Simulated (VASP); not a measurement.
Method: PBEsol GGA, VASP's PBE PAW potentials (set 64) (plane waves; VASP 6.6.1).

The input files of a VASP run:

**KPOINTS**
```
Automatic mesh
0
Gamma
12 12 12
0 0 0
```

INCAR:
```
LWAVE  =  .FALSE.
NELM  =  100
SIGMA  =  0.01   # width (eV)
SYSTEM  =  GaP
PREC  =  Accurate
IBRION  =  8   # DFPT with symmetry
LMAXMIX  =  4
ALGO  =  Normal   # blocked Davidson
GGA  =  PS   # PBEsol
ISMEAR  =  0   # Gaussian
LEPSILON  =  .TRUE.
EDIFF  =  1E-8   # SCF stop (eV)
LASPH  =  .TRUE.   # aspherical one-centre terms
ENCUT  =  400   # plane-wave cut-off (eV)
LCHARG  =  .FALSE.
LREAL  =  .FALSE.   # projection in real space or not
NSW  =  1
```

### POSCAR
```
GaP
1.0
  0.0000000000   2.7164457412   2.7164457412
  2.7164457412   0.0000000000   2.7164457412
  2.7164457412   2.7164457412   0.0000000000
Ga P
1 1
Direct
  0.0000000000   0.0000000000   0.0000000000
  0.2500000000   0.2500000000   0.2500000000
```

POTCAR, in this order: Ga_d P (PBE.64 set). Program: vasp_std.

What VASP printed:

File OUTCAR:
```


 HEAD OF MICROSCOPIC STATIC DIELECTRIC TENSOR (INDEPENDENT PARTICLE, excluding Hartree and local field effects)
 ------------------------------------------------------
          11.327075     0.000000     0.000000
           0.000000    11.327075    -0.000000
          -0.000000     0.000000    11.327075
 ------------------------------------------------------

 MACROSCOPIC STATIC DIELECTRIC TENSOR (including local field effects in DFT)
 ------------------------------------------------------
          10.693331     0.000000     0.000000
          -0.000000    10.693331     0.000000
           0.000000    -0.000000    10.693331
 ------------------------------------------------------

 PIEZOELECTRIC TENSOR (including local field effects)  for field in x, y, z        (e  Angst)
          XX          YY          ZZ          XY          YZ          ZX
  --------------------------------------------------------------------------------
  x    -0.00000     0.00000    -0.00000     0.00000    -1.95818     0.00000
  y    -0.00000     0.00000    -0.00000     0.00000     0.00000    -1.95818
  z     0.00000    -0.00000     0.00000    -1.95818     0.00000     0.00000

 PIEZOELECTRIC TENSOR (including local field effects)  for field in x, y, z        (C/m^2)
          XX          YY          ZZ          XY          YZ          ZX
  --------------------------------------------------------------------------------
  x    -0.00000     0.00000    -0.00000     0.00000    -0.78258     0.00000
  y    -0.00000     0.00000    -0.00000     0.00000     0.00000    -0.78258
  z     0.00000    -0.00000     0.00000    -0.78258     0.00000     0.00000

 BORN EFFECTIVE CHARGES (including local field effects) (in |e|, cummulative output)
 ---------------------------------------------------------------------------------
 ion    1
    1     2.12656     0.00000     0.00000
    2     0.00000     2.12656     0.00000
    3    -0.00000    -0.00000     2.12656
 ion    2
    1    -2.12656    -0.00000     0.00000
    2    -0.00000    -2.12656    -0.00000
    3     0.00000     0.00000    -2.12656
```
(Selected blocks of OUTCAR.)

OUTCAR:
```
 val. band max:        4.6664703222   @ k =   0.0000   0.0000   0.0000

 cond. band min:       6.1194522575   @ k =   0.4167   0.4167   0.0000


 Fermi energy:         4.7789217034

 k-point     1 :       0.0000    0.0000    0.0000
  band No.  band energies     occupation
      1      -9.8880      2.00000
      2      -9.8880      2.00000
      3      -9.8880      2.00000
      4      -9.7841      2.00000
      5      -9.7841      2.00000
      6      -7.9312      2.00000
      7       4.6665      2.00000
      8       4.6665      2.00000
      9       4.6665      2.00000
     10       6.4969      0.00000
     11       8.4915      0.00000
     12       8.4915      0.00000
     13       8.4915      0.00000

 k-point     2 :       0.0833    0.0000    0.0000
  band No.  band energies     occupation
      1      -9.8949      2.00000
      2      -9.8858      2.00000
      3      -9.8858      2.00000
      4      -9.7843      2.00000
      5      -9.7843      2.00000
      6      -7.8388      2.00000
      7       3.7510      2.00000
      8       4.5524      2.00000
      9       4.5524      2.00000
     10       6.9856      0.00000
     11       8.6657      0.00000
     12       8.6657      0.00000
     13       8.6938      0.00000

 k-point     3 :       0.1667    0.0000    0.0000
  band No.  band energies     occupation
      1      -9.9124      2.00000
      2      -9.8798      2.00000
      3      -9.8798      2.00000
      4      -9.7840      2.00000
      5      -9.7840      2.00000
      6      -7.5679      2.00000
      7       2.2423      2.00000
      8       4.2844      2.00000
      9       4.2844      2.00000
     10       7.0509      0.00000
     11       9.0523      0.00000
     12       9.0523      0.00000
     13       9.6543      0.00000

 k-point     4 :       0.2500    0.0000    0.0000
  band No.  band energies     occupation
      1      -9.9346      2.00000
      2      -9.8727      2.00000
      3      -9.8727      2.00000
...
```

The dielectric response may not be converged in the k-mesh; for small gaps it tends to come out too large.

The structure comes from a measured GaP entry (F-43m) of the Crystallography Open Database, whose conditions weren't checked. It was relaxed first.
